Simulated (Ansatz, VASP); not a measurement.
**BiP in two plane-wave programs**

Wanted: the spread between two codes on one cell, functional and k mesh. The cell is generated by rule, not measured, and may not be a known phase. The cell is taken from a series of runs on this material, whose earlier steps may have relaxed, scaled, displaced or heated it; both programs get it as it stands.

Main program and level: Ansatz 0.2.0; plane waves, with VASP 6.6.1 beside it; zone-centre phonons at PBEsol.

## 1. Starting point

Symmetry: Fm-3m, No. 225, cubic system. The conventional cell has a = 5.768 Å, b = 5.768 Å, c = 5.768 Å, α = 90.00°, β = 90.00°, γ = 90.00°. Nearest to Bi lie 6 P at 2.88 Å. Nearest to P lie 6 Bi at 2.88 Å. Farther neighbours are not listed.

Coordinates:

```xyz
2
Lattice="0.0000 2.8838 2.8838 2.8838 0.0000 2.8838 2.8838 2.8838 0.0000" Properties=species:S:1:pos:R:3 pbc="T T T"
Bi    0.0000    0.0000    0.0000
P     2.8838    2.8838    2.8838
```

## 2. VASP: zone-centre phonons, PBEsol, pair 1

Second derivatives magnify differences that forces hide, and they need a tight electronic threshold.

Lines of VASP's logs that name or quote its potential files are left out, and so is its time.

File INCAR:

```
SYSTEM = BiP
PREC = Accurate
ENCUT = 500
EDIFF = 1E-08
NELM = 120
ISMEAR = 1
SIGMA = 0.2
LREAL = .FALSE.
ALGO = Normal
GGA = PS
NBANDS = 16
LORBIT = 11
LWAVE = .FALSE.
LCHARG = .FALSE.
ISIF = 2
IBRION = 8
LASPH = .TRUE.
GGA_COMPAT = .FALSE.
KPAR = 2
```

File POSCAR:

```
BiP
1.0
    0.0000000000      2.8838345429      2.8838345429
    2.8838345429      0.0000000000      2.8838345429
    2.8838345429      2.8838345429      0.0000000000
Bi P
1 1
Direct
    0.0000000000      0.0000000000      0.0000000000
    0.5000000000      0.5000000000      0.5000000000
```

File KPOINTS:

```
Automatic mesh
0
Gamma
12 12 12
0 0 0
```

The projector-augmented-wave data sets are Bi_d and P (PBE family, release 64).

Command:

```console
mpirun -np 2 vasp_std
```

Numbers of over 12 decimals in the logs are rounded to 6 here.

Output:

```text
[banner, memory and clock lines left out]
running    2 mpi-ranks, on    1 nodes
 distrk:  each k-point on    1 cores,    2 groups
 distr:  one band on    1 cores,    1 groups

 POSCAR found type information on POSCAR BiP
 POSCAR found :  2 types and       2 ions
|                                                                             |
|               ----> ADVICE to this user running VASP <----                  |
|                                                                             |
|     You enforced a specific xc type in the INCAR file but a different       |
|     [... a line on the potential file left out ...]
|     I HOPE YOU KNOW WHAT YOU ARE DOING!                                     |
|                                                                             |

 LDA part: xc-table for (Slater+PW92), standard interpolation
 POSCAR, INCAR and KPOINTS ok, starting setup
 FFT: planning ... GRIDC
 FFT: planning ... GRID_SOFT
 FFT: planning ... GRID
 WAVECAR not read
 entering main loop
       N       E                     dE             d eps       ncg     rms          rms(c)
DAV:   1     0.141295506893E+03    0.14130E+03   -0.10146E+04  2320   0.133E+03
DAV:   2    -0.109170192193E+01   -0.14239E+03   -0.13937E+03  2496   0.346E+02
DAV:   3    -0.999431409323E+01   -0.89026E+01   -0.88546E+01  3112   0.856E+01
DAV:   4    -0.101782254805E+02   -0.18391E+00   -0.18388E+00  2760   0.137E+01
DAV:   5    -0.101857786247E+02   -0.75531E-02   -0.75529E-02  3392   0.245E+00    0.325E+00
DAV:   6    -0.990030337611E+01    0.28548E+00   -0.91663E-01  3432   0.589E+00    0.190E+00
DAV:   7    -0.989937595030E+01    0.92743E-03   -0.95997E-02  2760   0.151E+00    0.101E+00
DAV:   8    -0.989817358455E+01    0.12024E-02   -0.94038E-03  2984   0.865E-01    0.102E-01
DAV:   9    -0.989774826607E+01    0.42532E-03   -0.21457E-03  3456   0.317E-01    0.752E-02
DAV:  10    -0.989777030776E+01   -0.22042E-04   -0.17711E-04  2840   0.887E-02    0.206E-02
DAV:  11    -0.989776942245E+01    0.88531E-06   -0.25178E-05  3320   0.407E-02    0.305E-03
DAV:  12    -0.989776939694E+01    0.25514E-07   -0.16137E-06  3144   0.103E-02    0.209E-03
DAV:  13    -0.989776935247E+01    0.44472E-07   -0.34291E-08  3016   0.201E-03    0.128E-03
DAV:  14    -0.989776932112E+01    0.31348E-07   -0.48615E-09  2256   0.677E-04    0.190E-04
DAV:  15    -0.989776932814E+01   -0.70249E-08   -0.76634E-10  1816   0.304E-04
   1 F= -.98977693E+01 E0= -.98986504E+01  d E =0.264319E-02
 Linear response reoptimize wavefunctions to high precision
DAV:   1    -0.989776933994E+01   -0.11793E-07   -0.35126E-10  1856   0.171E-04
DAV:   2    -0.989776933995E+01   -0.13642E-10   -0.54458E-11  1696   0.777E-05
 Linear response DOF=           2
 Linear response progress:
  Degree of freedom:   1/  2
       N       E                     dE             d eps       ncg     rms          rms(c)
RMM:   1    -0.325047035321E+00   -0.32505E+00    0.20273E-01  6609   0.944E+00
RMM:   2    -0.332092539861E+00   -0.70455E-02   -0.16683E-02  8747   0.114E+00    0.769E-02
RMM:   3    -0.331934274884E+00    0.15826E-03   -0.14140E-03  9810   0.309E-01    0.445E-02
RMM:   4    -0.331454930919E+00    0.47934E-03   -0.10086E-04  9794   0.932E-02    0.565E-03
RMM:   5    -0.331462669228E+00   -0.77383E-05   -0.12625E-05 10098   0.295E-02    0.284E-03
RMM:   6    -0.331472417290E+00   -0.97481E-05   -0.23505E-06 10133   0.122E-02    0.768E-04
RMM:   7    -0.331473728589E+00   -0.13113E-05   -0.87632E-07 10356   0.496E-03    0.513E-04
RMM:   8    -0.331473733931E+00   -0.53413E-08   -0.47623E-08 10249   0.226E-03    0.786E-05
 first order change of Fermi-energy  -0.21471E-04
 force on displaced ion       1 direction 1 :   2.698   0.000   0.000
 Linear response progress:
  Degree of freedom:   2/  2
       N       E                     dE             d eps       ncg     rms          rms(c)
RMM:   1    -0.498905828772E-01   -0.49891E-01    0.13536E-02 10882   0.115E+00
RMM:   2    -0.482760413906E-01    0.16145E-02   -0.23880E-03  9526   0.263E-01    0.100E-01
RMM:   3    -0.485801669922E-01   -0.30413E-03   -0.31627E-04  9677   0.103E-01    0.503E-02
RMM:   4    -0.489754572618E-01   -0.39529E-03   -0.80957E-05  9649   0.589E-02    0.116E-02
RMM:   5    -0.490248338707E-01   -0.49377E-04   -0.11073E-05 10243   0.226E-02    0.590E-03
RMM:   6    -0.490151374359E-01    0.96964E-05   -0.10796E-06 10260   0.621E-03    0.428E-03
RMM:   7    -0.490124183538E-01    0.27191E-05   -0.20198E-07  9914   0.213E-03    0.611E-04
RMM:   8    -0.490136398663E-01   -0.12215E-05   -0.39122E-07 10038   0.683E-04    0.191E-04
RMM:   9    -0.490133665573E-01    0.27331E-06    0.10937E-06 10700   0.252E-04    0.460E-05
RMM:  10    -0.490134165480E-01   -0.49991E-07    0.36792E-07 10886   0.817E-05    0.275E-05
RMM:  11    -0.490134155573E-01    0.99077E-09    0.10783E-07 10718   0.308E-05    0.172E-06
RMM:  12    -0.490134289305E-01   -0.13373E-07    0.91409E-08  9529   0.168E-05    0.138E-06
RMM:  13    -0.490134269059E-01    0.20246E-08    0.96810E-08  7487   0.123E-05    0.180E-07
 first order change of Fermi-energy   0.27635E-03
 force on displaced ion       2 direction 1 :   2.680   0.000   0.000
 Linear response finished
```

From OUTCAR (step 2):

```text
ion  position               nearest neighbor table
   1  0.000  0.000  0.000-   2 2.88   2 2.88   2 2.88   2 2.88   2 2.88   2 2.88
   2  0.500  0.500  0.500-   1 2.88   1 2.88   1 2.88   1 2.88   1 2.88   1 2.88

  LATTYP: Found a face centered cubic cell.
 ALAT       =     5.7676690858

 Subroutine GETGRP returns: Found 48 space group operations
 (whereof 48 operations were pure point group operations)

The static configuration has the point symmetry O_h .

 Found     72 irreducible k-points:

   k-points           NKPTS =     72   k-points in BZ     NKDIM =     72   number of bands    NBANDS=     16

   dimension x,y,z NGX =    30 NGY =   30 NGZ =   30
   dimension x,y,z NGXF=    60 NGYF=   60 NGZF=   60

   ENCUT  =  500.0 eV  36.75 Ry    6.06 a.u.   7.44  7.44  7.44*2*pi/ulx,y,z

   NELECT =      20.0000    total number of electrons

 k-points in reciprocal lattice and weights: Automatic mesh
   0.00000000  0.00000000  0.00000000       0.001
   0.08333333  0.00000000  0.00000000       0.005
   0.16666667  0.00000000  0.00000000       0.005
   0.25000000  0.00000000  0.00000000       0.005
   0.33333333  0.00000000  0.00000000       0.005
   0.41666667  0.00000000  0.00000000       0.005
   0.50000000  0.00000000  0.00000000       0.002
   0.08333333  0.08333333  0.00000000       0.003
   0.16666667  0.08333333  0.00000000       0.014
[...]
-0.33333333  0.50000000  0.16666667       0.007
  -0.25000000  0.50000000  0.25000000       0.003

 average (electrostatic) potential at core
       1-103.3312       2 -80.7990

  Total        0.0269674      0.0269674      0.0269674      0.0000000      0.0000000      0.0000000
  in kB        0.9007606      0.9007606      0.9007606      0.0000000      0.0000000      0.0000000
  external PRESSURE =       0.9007606 kB  Pullay stress =       0.0000000 kB

  energy-cutoff  :      500.00
  volume of cell :       47.97
      direct lattice vectors                 reciprocal lattice vectors
     0.000000000  2.883834543  2.883834543    -0.173380266  0.173380266  0.173380266
     2.883834543  0.000000000  2.883834543     0.173380266 -0.173380266  0.173380266
     2.883834543  2.883834543  0.000000000     0.173380266  0.173380266 -0.173380266

 POSITION                                       TOTAL-FORCE (eV/Angst)
 -----------------------------------------------------------------------------------
      0.00000      0.00000      0.00000        -0.000000      0.000000     -0.000000
      2.88383      2.88383      2.88383         0.000000     -0.000000      0.000000
 -----------------------------------------------------------------------------------
    total drift:                               -0.000000      0.000000      0.000000

 Eigenvectors and eigenvalues of the dynamical matrix
 ----------------------------------------------------

   1 f  =    0.005703 THz     0.035834 2PiTHz    0.190240 cm-1     0.023587 meV
             X         Y         Z           dx          dy          dz
      0.000000  0.000000  0.000000    -0.932813    0.000000    0.000000
      2.883835  2.883835  2.883835    -0.360361    0.000000    0.000000

   2 f  =    0.005703 THz     0.035834 2PiTHz    0.190240 cm-1     0.023587 meV
             X         Y         Z           dx          dy          dz
      0.000000  0.000000  0.000000     0.000000    0.000000   -0.932813
      2.883835  2.883835  2.883835     0.000000    0.000000   -0.360361

   3 f  =    0.005703 THz     0.035834 2PiTHz    0.190240 cm-1     0.023587 meV
             X         Y         Z           dx          dy          dz
      0.000000  0.000000  0.000000    -0.000000   -0.932813   -0.000000
      2.883835  2.883835  2.883835     0.000000   -0.360361    0.000000

   4 f/i=    4.929355 THz    30.972052 2PiTHz  164.425588 cm-1    20.386166 meV
             X         Y         Z           dx          dy          dz
      0.000000  0.000000  0.000000    -0.000000    0.360361   -0.000000
      2.883835  2.883835  2.883835     0.000000   -0.932813    0.000000

   5 f/i=    4.929355 THz    30.972052 2PiTHz  164.425588 cm-1    20.386166 meV
             X         Y         Z           dx          dy          dz
      0.000000  0.000000  0.000000     0.000000    0.000000   -0.360361
      2.883835  2.883835  2.883835     0.000000    0.000000    0.932813

   6 f/i=    4.929355 THz    30.972052 2PiTHz  164.425588 cm-1    20.386166 meV
             X         Y         Z           dx          dy          dz
      0.000000  0.000000  0.000000    -0.360361    0.000000    0.000000
      2.883835  2.883835  2.883835     0.932813    0.000000    0.000000

 ELASTIC MODULI CONTR FROM IONIC RELAXATION (kBar)
 Direction    XX          YY          ZZ          XY          YZ          ZX
 --------------------------------------------------------------------------------
 XX           0.0000      0.0000      0.0000      0.0000      0.0000      0.0000
 YY           0.0000      0.0000      0.0000      0.0000      0.0000      0.0000
 ZZ           0.0000      0.0000      0.0000      0.0000      0.0000      0.0000
 XY           0.0000      0.0000      0.0000      0.0000      0.0000      0.0000
 YZ           0.0000      0.0000      0.0000      0.0000      0.0000      0.0000
 ZX           0.0000      0.0000      0.0000      0.0000      0.0000      0.0000
 --------------------------------------------------------------------------------
```

## 3. Ansatz: zone-centre phonons, PBEsol, pair 1

Ansatz runs on norm-conserving files, of PseudoDojo where its log says so.

The same cell, functional, mesh and smearing now go to Ansatz, which takes its cutoff from its data sets.

File input.yaml:

```yaml
crystal:
  lattice:
    - [0.0, 2.8838345429, 2.8838345429]
    - [2.8838345429, 0.0, 2.8838345429]
    - [2.8838345429, 2.8838345429, 0.0]
  atoms:
    - { symbol: Bi, position: [0.0, 0.0, 0.0] }
    - { symbol: P, position: [0.5, 0.5, 0.5] }
kpoints:
  mp_grid: { grid: [12, 12, 12] }
hamiltonian:
  xc: pbesol
  pseudopotentials: { kind: nc }
scf:
  occupations: { method: methfessel_paxton, width: 0.2 }
output:
  eigenvalues: true
phonons:
  method: dfpt
```

Command:

```console
ansatz run input.yaml --threads 4 --pin off --max-ram 7168MiB --backend cpu --events-out ev --progress --plain --runs-dir out
```

Output:

```text
Engine: ansatz 0.2.0, x86_64-unknown-linux-gnu
Pseudopotentials: kind: nc
Pseudopotential: Bi, nc, valence charge 15, recommended cutoff 897.975746 eV (normal), Bi.nc.azcp (PseudoDojo's, or run here from an input of PseudoDojo's: the run reads no file of this project's for it)
Pseudopotential: P, nc, valence charge 5, recommended cutoff 598.650497 eV (normal), P.nc.azcp (PseudoDojo's, or run here from an input of PseudoDojo's: the run reads no file of this project's for it)
Functional definition: PBEsol
  exchange = pbesol_x
  correlation = pbesol_c
Crystal: 2 atoms, lattice volume = 47.967 Å³
Basis set: ecut = 897.975746 eV, 2891 PW (Γ), exchange–correlation on 80×80×80 points (8 copies of the dense FFT grid, shifted against one another)
Bands: 14, of which v1, the nominal top of the filled ones, is band 10 counted from 1 (9 counted from 0)
Symmetry: 48 space group operations
k-points: 163 of 1728 (irreducible under 8 space group operations, time reversal used)
Non-local potential: Bi, projectors of the file, l = 0: 2, l = 1: 2, l = 2: 2, l = 3: 2
Non-local potential: P, projectors of the file, l = 0: 2, l = 1: 2, l = 2: 2
Initial density: superposition of atomic densities (chi_scale 0.1, normalization cell, long waves kept (reshape's long-wave potential 0.00 eV rms))
Initial wavefunctions: pseudopotential atomic-orbital guess
Functional: x = pbesol(κ = 0.804, μ = 0.123457), c = pbesol(β = 0.046)
SCF iter   1: F=—  HF=-2411.045660 eV  |F-HF|=—  |Δ(HF+E_count)|=         —  Δρ=2.95e-2  dr2=8.41e-1  ethr=3.10e-3  ⟨swp⟩=6.6  Hψ=13662  notcnv=0
preconditioner: auto → none  [insulator: Δε(μ)=0.219 eV  Ē_g=17.864 eV  σ=0.200 eV  W_gap=0.64  n_scr=14 (ndim 8)  ℏωp=24.0 eV  f_vac=0.000  D(μ)=0.01/eV (n_scr^D=0)  ε∞_Penn≈2.8]
SCF iter   2: F=—  HF=-2410.855200 eV  |F-HF|=—  |Δ(HF+E_count)|=   1.90e-1  S|Δr|=    0.00e0  Δρ=1.37e-2  dr2=1.36e-1  ethr=3.10e-3  ⟨swp⟩=3.2  Hψ=5394  notcnv=0
SCF iter   3: F=—  HF=-2410.820785 eV  |F-HF|=—  |Δ(HF+E_count)|=   3.44e-2  S|Δr|=    0.00e0  Δρ=5.63e-3  dr2=1.08e-2  ethr=6.78e-4  ⟨swp⟩=2.1  Hψ=2871  notcnv=0
SCF iter   4: F=—  HF=-2410.820030 eV  |F-HF|=—  |Δ(HF+E_count)|=   7.55e-4  S|Δr|=    0.00e0  Δρ=6.27e-4  dr2=1.43e-4  ethr=5.42e-5  ⟨swp⟩=1.1  Hψ=2361  notcnv=0
SCF iter   5: F=—  HF=-2410.820021 eV  |F-HF|=—  |Δ(HF+E_count)|=   8.73e-6  S|Δr|=    0.00e0  Δρ=3.52e-4  dr2=3.37e-5  ethr=7.17e-7  ⟨swp⟩=2.4  Hψ=3733  notcnv=0
SCF iter   6: F=—  HF=-2410.820011 eV  |F-HF|=—  |Δ(HF+E_count)|=   9.87e-6  S|Δr|=    0.00e0  Δρ=1.22e-4  dr2=4.76e-6  ethr=1.69e-7  ⟨swp⟩=2.2  Hψ=3286  notcnv=0
SCF iter   7: F=—  HF=-2410.820011 eV  |F-HF|=—  |Δ(HF+E_count)|=   9.10e-9  S|Δr|=    0.00e0  Δρ=6.23e-5  dr2=1.23e-6  ethr=2.38e-8  ⟨swp⟩=2.6  Hψ=3852  notcnv=0
SCF iter   8: F=—  HF=-2410.820009 eV  |F-HF|=—  |Δ(HF+E_count)|=   2.18e-6  S|Δr|=    0.00e0  Δρ=6.48e-6  dr2=8.98e-9  ethr=6.15e-9  ⟨swp⟩=2.3  Hψ=3349  notcnv=0
SCF iter   9: F=—  HF=-2410.820009 eV  |F-HF|=—  |Δ(HF+E_count)|=   7.00e-9  S|Δr|=    0.00e0  Δρ=1.65e-6  dr2=5.38e-10  ethr=4.49e-11  ⟨swp⟩=2.3  Hψ=4072  notcnv=0
SCF iter  10: F=-2410.820009 eV  HF=-2410.820009 eV  |F-HF|=3.18e-12  |Δ(HF+E_count)|=  2.00e-10  S|Δr|=    0.00e0  Δρ=8.70e-8  dr2=3.78e-12  ethr=1.00e-12  ⟨swp⟩=6.7  Hψ=13049  notcnv=0
SCF 1 converged in 10 iterations: F = -2410.820009 eV  dr2 = 3.78e-12
DFPT response loops at Γ: preconditioner auto → Kerker (q_TF=auto, 2.358 Å⁻¹) (partly filled bands, converged f_vac=0.000); β = 1.00, the filter's whole step (`scf.mixing.beta` (0.50) is not read by the response loops under this deck's `scf.mixing.preconditioner`; to damp them name `kerker` or `kerker_dos`, under which they read `scf.mixing.beta`, and type it under 1.00, their step now; both keys bind the ground state too); Broyden in place of MSR1
SCF converged after 10 iterations
Stability not checked: this state was not tested for a lower state beside it, because cold or Methfessel-Paxton smearing, or corrected tetrahedra, fill the levels in a way that the test cannot read (fill_not_monotonic; see scf.lower_state_search)
Free energy (F): -2410.820009 eV
Harris-Foulkes:  -2410.820009 eV  (|F-HF|=3.18e-12)
Internal energy: -2410.822665 eV  (E = F + TS)
E sigma→0 (E₀):  -2410.820673 eV
Entropy (-TS):   0.002656 eV (1.328 meV/atom)
Fermi energy:    10.632397 eV
Step filling:    the computed levels leave a gap of 0.0282 eV = 0.1 smearing widths at the electron count; against every level under it full and every level over it empty, smearing changes F+E_penalty+E_count by +0.629 meV and its σ→0 estimate by -0.035 meV
--- Per-component energies (eV) ---
  E_band       = -76.528754
  E_kinetic    = 1133.319884
  E_local      = -1352.600921  (includes V_loc(G=0)·N_el)
  E_nonlocal   = -389.989701
  E_hartree    = 466.547064
  E_xc         = -633.221719
  E_vxc        = -400.352216  (∫ρ·V_xc dr)
  E_ewald      = -1634.877271
  E_smearing   = 0.002656  (= −TS)
  E_closure    = 0.000000  (closes the sum)
  Σ components = -2410.820009   (vs F -2410.820009, Δ=0.00e0)
--- Band table (eV; the first three rows and the last of 163) ---
  k-point 0: bands = [... 6 lower, 5.2099, 8.8237, 8.8237, 8.8237, 14.7067, 14.7067, 14.7067, 16.0902]
  k-point 1: bands = [... 6 lower, 4.8421, 8.8433, 8.8433, 9.0316, 14.2129, 14.2564, 14.2564, 16.0502]
  k-point 2: bands = [... 6 lower, 3.9631, 8.9084, 8.9084, 9.4405, 13.3103, 13.3627, 13.3627, 16.1079]
  k-point 162: bands = [... 6 lower, 0.8852, 5.3291, 5.3291, 10.3583, 11.4810, 15.6674, 15.6674, 18.0235]
--- Phonons (Γ-DFPT): 2 representative perturbations + reference, on 163 of 1728 k-points (Σ response iterations 7) ---
  k mesh reduced under 8 symmetry operations, with k and −k counted as one. Each operation leaves every solved perturbation unchanged. A smaller set is not used because it would not reduce the number of displacements times k-points to solve
  ASR residual: 1.542e-4 → 0.000e0 eV/Å²; symmetrization residual: 2.677e-6 eV/Å²
  ASR residual per site (eV/Å²): 1.54e-4 1.76e-5
  Γ frequencies (cm⁻¹): -162.42 -162.42 -162.42 0.00 0.00 0.00
  non-analytic LO–TO correction: not included (Born effective charges unavailable; polar crystals: no LO–TO splitting at Γ)
```

## 4. Differences

Known differences besides the potentials themselves: the cutoff is 897.976 eV in Ansatz and 500 eV in VASP. Total energies have different zeros and are not compared.

The two programs side by side:

| quantity | Ansatz | VASP | difference |
| --- | --- | --- | --- |
| optical mode 1 to 3 (imaginary, printed as negative) (cm⁻¹) | -162.4 | -164.4 | +2.0 |

Modes are paired by rising frequency, not by their patterns, so a pair may set unlike modes beside each other; they are those without the splitting of longitudinal modes.

(Part 1 of 2 ends here.)

[Lines on the potential files, build, host, timing and source positions are cut from VASP's logs without a mark.]

[Logs are printed without paths, hosts, clocks, repeated set-up lines and the standing remarks that a program may print on its own settings, such as how far it seeks lower states.]

[Hosts, paths, dates, database ids (printed as entryN), source tags and the programs' standing remarks are cut or masked in the printed files.]
